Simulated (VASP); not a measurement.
These are AM05 GGA, VASP's PBE PAW potentials (set 64) (plane waves; VASP) values and carry that method's errors.

VASP input:

### INCAR
```
! general
SYSTEM  = Ir
PREC    = Accurate
ENCUT   = 520
LREAL   = F
LASPH   = T

! electronic loop
EDIFF   = 1E-7
NELM    = 100
ALGO    = Normal
LMAXMIX = 6

! smearing
ISMEAR  = 1
SIGMA   = 0.1

! functional
GGA     = AM

! ions
ISIF    = 2

! output
LWAVE   = F
LCHARG  = F
```

**POSCAR**
```
Ir
1
    0.0000000000     1.9116290201     1.9116290201
    1.9116290201     0.0000000000     1.9116290201
    1.9116290201     1.9116290201     0.0000000000
Ir
1
Direct
  0.0000000000   0.0000000000   0.0000000000
```

### KPOINTS
```
Automatic mesh
0
Gamma
16 16 16
0 0 0
```

POTCAR, in this order: Ir (PBE.64 set). Program: vasp_std.

The run wrote:

### OUTCAR
```
 ion  position               nearest neighbor table
   1  0.000  0.000  0.000-
  LATTYP: Found a face centered cubic cell.
 ALAT       =     3.8232580402
 Subroutine PRICEL returns:
 Original cell was already a primitive cell.
 Subroutine GETGRP returns: Found 48 space group operations
The static configuration has the point symmetry O_h .
The dynamic configuration has the point symmetry O_h .
 Subroutine INISYM returns: Found 48 space group operations
 Subroutine IBZKPT returns following result:
 Found    145 irreducible k-points:

 Following reciprocal coordinates:
            Coordinates               Weight
  0.000000  0.000000  0.000000      1.000000
  0.062500  0.000000  0.000000      8.000000
  0.125000  0.000000  0.000000      8.000000
  0.187500  0.000000  0.000000      8.000000
  0.250000  0.000000  0.000000      8.000000
  0.312500  0.000000  0.000000      8.000000
  0.375000  0.000000  0.000000      8.000000
  0.437500  0.000000  0.000000      8.000000
  0.500000  0.000000  0.000000      4.000000
  0.062500  0.062500  0.000000      6.000000
...
```

### OSZICAR
```
       N       E                     dE             d eps       ncg     rms          rms(c)
DAV:   1     0.405380537010E+02    0.40538E+02   -0.44865E+03  2368   0.102E+03
DAV:   2    -0.952163463490E+01   -0.50060E+02   -0.48650E+02  2320   0.205E+02
DAV:   3    -0.101367210340E+02   -0.61509E+00   -0.61465E+00  3424   0.304E+01
DAV:   4    -0.101403635870E+02   -0.36426E-02   -0.36425E-02  2896   0.166E+00
DAV:   5    -0.101403899867E+02   -0.26400E-04   -0.26401E-04  3584   0.951E-02    0.161E+01
DAV:   6    -0.964254794291E+01    0.49784E+00   -0.10213E+00  2720   0.141E+01    0.663E+00
DAV:   7    -0.954686515614E+01    0.95683E-01   -0.33005E-01  3040   0.742E+00    0.162E+00
DAV:   8    -0.954112166555E+01    0.57435E-02   -0.21144E-03  2568   0.746E-01    0.697E-01
DAV:   9    -0.953958846440E+01    0.15332E-02   -0.11751E-03  3024   0.589E-01    0.228E-02
DAV:  10    -0.953958971569E+01   -0.12513E-05   -0.51944E-06  3104   0.278E-02    0.560E-03
DAV:  11    -0.953959031278E+01   -0.59709E-06   -0.34789E-07  3240   0.490E-03    0.600E-04
DAV:  12    -0.953959029204E+01    0.20738E-07   -0.50096E-09  1512   0.833E-04
   1 F= -.95395903E+01 E0= -.95394922E+01  d E =-.294140E-03
```

**OUTCAR**
```
------------------------ aborting loop because EDIFF is reached ----------------------------------------
  FORCE on cell =-STRESS in cart. coord.  units (eV):
  Direction    XX          YY          ZZ          XY          YZ          ZX
  --------------------------------------------------------------------------------------
  Total        0.0255220      0.0255220      0.0255220      0.0000000      0.0000000     -0.0000000
  in kB        2.9267435      2.9267435      2.9267435      0.0000000      0.0000000     -0.0000000
  external PRESSURE =       2.9267435 kB  Pullay stress =       0.0000000 kB
  volume of cell :       13.97
      direct lattice vectors                 reciprocal lattice vectors
     0.000000000  1.911629020  1.911629020    -0.261557025  0.261557025  0.261557025
     1.911629020  0.000000000  1.911629020     0.261557025 -0.261557025  0.261557025
     1.911629020  1.911629020  0.000000000     0.261557025  0.261557025 -0.261557025
 POSITION                                       TOTAL-FORCE (eV/Angst)
 -----------------------------------------------------------------------------------
      0.00000      0.00000      0.00000         0.000000      0.000000     -0.000000
 -----------------------------------------------------------------------------------
    total drift:                                0.000000      0.000000     -0.000000
  FREE ENERGIE OF THE ION-ELECTRON SYSTEM (eV)
  ---------------------------------------------------
  free  energy   TOTEN  =        -9.5395902920 eV

  energy  without entropy=       -9.5392961525  energy(sigma->0) =       -9.53949225
```
(Selected blocks of OUTCAR.)

The compound is Ir in the fcc structure. It was relaxed first.
